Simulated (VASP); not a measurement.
Computed with RPBE GGA, VASP's PBE PAW potentials (set 64) (plane waves; VASP).

A VASP calculation is set up with these files.

POSCAR:
```
PbS
1
   -0.0000000000     3.0391127551     3.0391127551
    3.0391127551    -0.0000000000     3.0391127551
    3.0391127551     3.0391127551     0.0000000000
Pb S
1 1
Direct
  0.0000000000   0.0000000000   0.0000000000
  0.5000000000   0.5000000000   0.5000000000
```

INCAR:
```
! general
SYSTEM   =  PbS
PREC     =  Accurate
ENCUT    =  520
LREAL    =  .FALSE.
LASPH    =  .TRUE.

! electronic loop
EDIFF    =  1E-6
NELM     =  100
ALGO     =  Normal
LMAXMIX  =  4

! smearing
ISMEAR   =  0
SIGMA    =  0.05

! functional
GGA      =  RP

! ions
IBRION   =  2
NSW      =  60
ISIF     =  3
EDIFFG   =  -0.01

! output
LWAVE    =  .FALSE.
LCHARG   =  .FALSE.
```

### KPOINTS
```
Regular mesh
0
gamma
  7 7 7
```

POTCAR, in this order: Pb_d S (PBE.64 set). Program: vasp_std.

The run wrote:

**OUTCAR**
```
 ion  position               nearest neighbor table
   1  0.000  0.000  0.000-   2 3.04   2 3.04   2 3.04   2 3.04   2 3.04   2 3.04
   2  0.500  0.500  0.500-   1 3.04   1 3.04   1 3.04   1 3.04   1 3.04   1 3.04
  LATTYP: Found a face centered cubic cell.
 ALAT       =     6.0782255102
 Subroutine PRICEL returns:
 Original cell was already a primitive cell.
 Subroutine GETGRP returns: Found 48 space group operations
The static configuration has the point symmetry O_h .
The dynamic configuration has the point symmetry O_h .
 Subroutine INISYM returns: Found 48 space group operations
 Subroutine IBZKPT returns following result:
 Found     20 irreducible k-points:

 Following reciprocal coordinates:
            Coordinates               Weight
  0.000000  0.000000  0.000000      1.000000
  0.142857  0.000000  0.000000      8.000000
  0.285714  0.000000  0.000000      8.000000
  0.428571  0.000000  0.000000      8.000000
  0.142857  0.142857  0.000000      6.000000
  0.285714  0.142857  0.000000     24.000000
  0.428571  0.142857  0.000000     24.000000
 -0.428571  0.142857  0.000000     24.000000
 -0.285714  0.142857  0.000000     24.000000
 -0.142857  0.142857  0.000000     12.000000
  0.285714  0.285714  0.000000      6.000000
  0.428571  0.285714  0.000000     24.000000
 -0.428571  0.285714  0.000000     24.000000
 -0.285714  0.285714  0.000000     12.000000
  0.428571  0.428571  0.000000      6.000000
 -0.428571  0.428571  0.000000     12.000000
  0.428571  0.285714  0.142857     24.000000
 -0.428571  0.285714  0.142857     48.000000
 -0.428571  0.428571  0.142857     24.000000
 -0.285714  0.428571  0.142857     24.000000
   k-points           NKPTS =     20   k-points in BZ     NKDIM =     20   number of bands    NBANDS=     14
   number of dos      NEDOS =    301   number of ions     NIONS =      2
   total plane-waves  NPLWV =  32768
   dimension x,y,z NGX =    32 NGY =   32 NGZ =   32
...
```

### OSZICAR
```
       N       E                     dE             d eps       ncg     rms          rms(c)
DAV:   1     0.162103013829E+03    0.16210E+03   -0.97237E+03   560   0.146E+03
DAV:   2     0.574387590342E+01   -0.15636E+03   -0.15365E+03   602   0.351E+02
DAV:   3    -0.825891768361E+01   -0.14003E+02   -0.12976E+02   710   0.105E+02
DAV:   4    -0.865138440537E+01   -0.39247E+00   -0.39221E+00   626   0.214E+01
DAV:   5    -0.866416871896E+01   -0.12784E-01   -0.12784E-01   790   0.386E+00    0.470E+00
DAV:   6    -0.809451431358E+01    0.56965E+00   -0.17695E+00   798   0.957E+00    0.351E+00
DAV:   7    -0.810077587506E+01   -0.62616E-02   -0.17583E-01   584   0.237E+00    0.208E+00
DAV:   8    -0.811025630180E+01   -0.94804E-02   -0.24781E-02   602   0.194E+00    0.400E-01
DAV:   9    -0.810977021590E+01    0.48609E-03   -0.45587E-03   846   0.677E-01    0.116E-01
DAV:  10    -0.811034357147E+01   -0.57336E-03   -0.97672E-04   566   0.193E-01    0.911E-02
DAV:  11    -0.811038589533E+01   -0.42324E-04   -0.18784E-04   674   0.156E-01    0.251E-02
DAV:  12    -0.811039197362E+01   -0.60783E-05   -0.16162E-05   638   0.340E-02    0.696E-03
DAV:  13    -0.811039223849E+01   -0.26487E-06   -0.56309E-07   526   0.980E-03
   1 F= -.81103922E+01 E0= -.81103922E+01  d E =-.811039E+01
```

OUTCAR:
```
------------------------ aborting loop because EDIFF is reached ----------------------------------------
  FORCE on cell =-STRESS in cart. coord.  units (eV):
  Direction    XX          YY          ZZ          XY          YZ          ZX
  --------------------------------------------------------------------------------------
  Total        0.0025505      0.0025505      0.0025505     -0.0000000     -0.0000000     -0.0000000
  in kB        0.0727889      0.0727889      0.0727889     -0.0000000     -0.0000000     -0.0000000
  external PRESSURE =       0.0727889 kB  Pullay stress =       0.0000000 kB
  volume of cell :       56.14
      direct lattice vectors                 reciprocal lattice vectors
     0.000000000  3.039112755  3.039112755    -0.164521701  0.164521701  0.164521701
     3.039112755  0.000000000  3.039112755     0.164521701 -0.164521701  0.164521701
     3.039112755  3.039112755  0.000000000     0.164521701  0.164521701 -0.164521701
  FREE ENERGIE OF THE ION-ELECTRON SYSTEM (eV)
  ---------------------------------------------------
  free  energy   TOTEN  =        -8.1103922385 eV

  energy  without entropy=       -8.1103922385  energy(sigma->0) =       -8.11039224

 reached required accuracy - stopping structural energy minimisation
```
(Selected blocks of OUTCAR.)

The compound is PbS in the rock salt structure. It was relaxed first, which changed the volume by +7 %. The start is the result of an earlier pass.
